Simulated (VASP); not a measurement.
Crystal: Ni.

```
CELL_PARAMETERS angstrom
0.00000 1.76194 1.76194
1.76194 0.00000 1.76194
1.76194 1.76194 0.00000
ATOMIC_POSITIONS crystal
Ni 0.00000 0.00000 0.00000
```

```yaml
Program: VASP 6.6.1
Task: relaxation of cell and atoms
Functional: PBE
Dispersion: D3(BJ)
Potentials_or_basis: VASP PAW PBE potentials, release 64 (Ni)
Cutoff: 520 eV
k_mesh: 20 × 20 × 20
Occupations: gaussian, width 0.1 eV
Spin: collinear spin, ferromagnetic start
Starting_moments: "[0.8] μB"
```

At the start: pressure -7.8 GPa; volume 10.94 Å³/atom.

Q: How do energy, volume and symmetry change on relaxing?

A: Over 6 steps the energy falls by 10.9 meV/atom and the volume is 10.51 Å³/atom (-3.9 %); space group Fm-3m (No. 225, to 0.05 Å); moment 0.62 μB per cell.

Step by step:
| step | energy change (eV) | largest force (eV/Å) | pressure (GPa) | volume (Å³) |
| --- | --- | --- | --- | --- |
| 1 | 0.0000 | 0.0000 | -7.78 | 10.94 |
| 2 | -0.0003 | 0.0000 | 9.06 | 10.12 |
| 3 | -0.0109 | 0.0000 | -0.05 | 10.51 |
| 4 | -0.0109 | 0.0000 | 0.17 | 10.50 |
| 5 | -0.0109 | 0.0000 | -0.19 | 10.52 |
| 6 | -0.0109 | 0.0000 | 0.02 | 10.51 |

Final structure:
```
Ni
1.0
     0.00000    1.73859    1.73859
     1.73859    0.00000    1.73859
     1.73859    1.73859    0.00000
Ni
1
Cartesian
  1.7386 0.0000 1.7386
```

Caveat: pairwise dispersion overbinds metals, which lowers pressure and volume.
